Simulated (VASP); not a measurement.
Level of theory: r2SCAN meta-GGA, VASP's PBE PAW potentials (set 64) (plane waves; VASP 6.6.1).

VASP input:

### INCAR
```
SYSTEM = WP
PREC = Accurate
ENCUT = 400
EDIFF = 1E-7
NELM = 100
ALGO = Normal
LREAL = .FALSE.
LASPH = .TRUE.
ISMEAR = -5
METAGGA = R2SCAN
LMIXTAU = .TRUE.
LMAXMIX = 6
LWAVE = .FALSE.
LCHARG = .FALSE.
LORBIT = 11
NEDOS = 601
ISIF = 2
LEFG = .TRUE.
```

### POSCAR
```
WP
1
    3.2271927818    -0.0000000000     0.0000000000
   -1.6135963909     2.7948311485    -0.0000000000
    0.0000000000    -0.0000000000     6.4121173946
W P
2 2
Direct
  0.0000000000   0.0000000000   1.0000000000
  0.0000000000   0.0000000000   0.5000000000
  0.3333330000   0.6666670000   0.2500000000
  0.6666670000   0.3333330000   0.7500000000
```

### KPOINTS_OPT
```
k-points along high-symmetry lines
6
Line-mode
Reciprocal
  0.000000   0.000000   0.000000 ! GAMMA
  0.500000   0.000000   0.000000 ! M

  0.500000   0.000000   0.000000 ! M
  0.333333   0.333333   0.000000 ! K

  0.333333   0.333333   0.000000 ! K
  0.000000   0.000000   0.000000 ! GAMMA

  0.000000   0.000000   0.000000 ! GAMMA
  0.000000   0.000000   0.500000 ! A

  0.000000   0.000000   0.500000 ! A
  0.500000   0.000000   0.500000 ! L

  0.500000   0.000000   0.500000 ! L
  0.333333   0.333333   0.500000 ! H

  0.333333   0.333333   0.500000 ! H
  0.000000   0.000000   0.500000 ! A

  0.500000   0.000000   0.500000 ! L
  0.500000   0.000000   0.000000 ! M

  0.333333   0.333333   0.500000 ! H
  0.333333   0.333333   0.000000 ! K
```

**KPOINTS**
```
Automatic mesh
0
gamma
 12 12 6
```

POTCAR, in this order: W_sv P (PBE.64 set). Program: vasp_std.

Output of the run:

File OSZICAR:
```
       N       E                     dE             d eps       ncg     rms          rms(c)
DAV:   1     0.233912517490E+03    0.23391E+03   -0.18649E+04  3568   0.152E+03
DAV:   2    -0.116275360081E+03   -0.35019E+03   -0.34554E+03  3846   0.453E+02
DAV:   3    -0.132441584316E+03   -0.16166E+02   -0.15898E+02  4483   0.884E+01
DAV:   4    -0.132746024030E+03   -0.30444E+00   -0.30127E+00  4113   0.119E+01
DAV:   5    -0.132751789796E+03   -0.57658E-02   -0.57396E-02  4456   0.157E+00    0.376E+01
DAV:   6    -0.124521940656E+03    0.82298E+01   -0.91140E+00  4367   0.278E+01    0.111E+01
DAV:   7    -0.120936992385E+03    0.35849E+01   -0.16673E+00  4092   0.785E+00    0.457E+00
DAV:   8    -0.122335738845E+03   -0.13987E+01   -0.12682E+00  3741   0.718E+00    0.142E+00
DAV:   9    -0.121990635326E+03    0.34510E+00   -0.18772E-01  3692   0.391E+00    0.435E-01
DAV:  10    -0.121999630904E+03   -0.89956E-02   -0.81289E-03  4344   0.702E-01    0.429E-01
DAV:  11    -0.121998111905E+03    0.15190E-02   -0.50652E-04  4052   0.209E-01    0.341E-01
DAV:  12    -0.121997611714E+03    0.50019E-03   -0.51424E-03  3664   0.570E-01    0.567E-02
DAV:  13    -0.121998935127E+03   -0.13234E-02   -0.47321E-03  3741   0.550E-01    0.739E-02
DAV:  14    -0.121998598039E+03    0.33709E-03   -0.38117E-04  4224   0.122E-01    0.527E-02
DAV:  15    -0.122000533036E+03   -0.19350E-02   -0.12090E-03  3713   0.244E-01    0.163E-02
DAV:  16    -0.122000531710E+03    0.13261E-05   -0.86193E-05  4140   0.765E-02    0.112E-02
DAV:  17    -0.122000549546E+03   -0.17837E-04   -0.67120E-06  4161   0.167E-02    0.885E-03
DAV:  18    -0.122000539760E+03    0.97867E-05   -0.39182E-06  4021   0.134E-02    0.463E-03
DAV:  19    -0.122000543048E+03   -0.32887E-05   -0.47926E-06  3685   0.179E-02    0.630E-04
DAV:  20    -0.122000538835E+03    0.42133E-05   -0.20819E-07  3225   0.368E-03    0.458E-04
DAV:  21    -0.122000540135E+03   -0.12999E-05   -0.11924E-08  1958   0.929E-04    0.412E-04
DAV:  22    -0.122000540859E+03   -0.72399E-06   -0.23836E-08  1895   0.123E-03    0.945E-05
DAV:  23    -0.122000540873E+03   -0.13670E-07   -0.20962E-09  1881   0.333E-04
   1 F= -.12200054E+03 E0= -.12200054E+03  d E =0.000000E+00
       N       E                     dE             ncg
```

OUTCAR:
```
------------------------ aborting loop because EDIFF is reached ----------------------------------------
  FORCE on cell =-STRESS in cart. coord.  units (eV):
  Direction    XX          YY          ZZ          XY          YZ          ZX
  --------------------------------------------------------------------------------------
  Total       -0.0828590     -0.0828590      0.1092334      0.0000000      0.0000000      0.0000000
  in kB       -2.2954518     -2.2954522      3.0261054      0.0000000      0.0000000      0.0000000
  external PRESSURE =      -0.5215995 kB  Pullay stress =       0.0000000 kB
  volume of cell :       57.83
      direct lattice vectors                 reciprocal lattice vectors
     3.227192782  0.000000000  0.000000000     0.309866831  0.178901684  0.000000000
    -1.613596391  2.794831149  0.000000000     0.000000000  0.357803369  0.000000000
     0.000000000  0.000000000  6.412117395     0.000000000  0.000000000  0.155954724
 POSITION                                       TOTAL-FORCE (eV/Angst)
 -----------------------------------------------------------------------------------
      0.00000      0.00000      0.00000        -0.000000      0.000000      0.000000
      0.00000      0.00000      3.20606        -0.000000      0.000000      0.000000
     -0.00000      1.86322      1.60303        -0.000000      0.000000      0.000000
      1.61360      0.93161      4.80909         0.000000     -0.000000     -0.000000
 -----------------------------------------------------------------------------------
    total drift:                                0.000000     -0.000000     -0.000000
  FREE ENERGIE OF THE ION-ELECTRON SYSTEM (eV)
  ---------------------------------------------------
  free  energy   TOTEN  =      -122.0005408726 eV

  energy  without entropy=     -122.0005408726  energy(sigma->0) =     -122.00054087

 total charge

# of ion       s       p       d       tot
------------------------------------------
    1        2.291   6.293   3.536  12.120
    2        2.291   6.293   3.536  12.120
    3        0.999   1.544   0.000   2.544
    4        0.999   1.544   0.000   2.544
--------------------------------------------------
tot          6.580  15.675   7.072  29.327

 Electric field gradients after diagonalization (V/A^2)
 (convention: |V_zz| > |V_xx| > |V_yy|)
----------------------------------------------------------------------
 ion       V_xx      V_yy      V_zz     asymmetry (V_yy - V_xx)/ V_zz
----------------------------------------------------------------------
   1      33.525    33.520   -67.044       0.000
   2      33.525    33.520   -67.044       0.000
   3       5.296     5.296   -10.592       0.000
   4       5.296     5.296   -10.592       0.000
```
(Selected blocks of OUTCAR.)

For a metal the tetrahedron method with Blöchl corrections gives inexact stress and forces.

The structure was generated: WP was put into the NiAs type type (P6_3/mmc), which need not be its known phase. It was relaxed first, which changed the volume by -39 %.
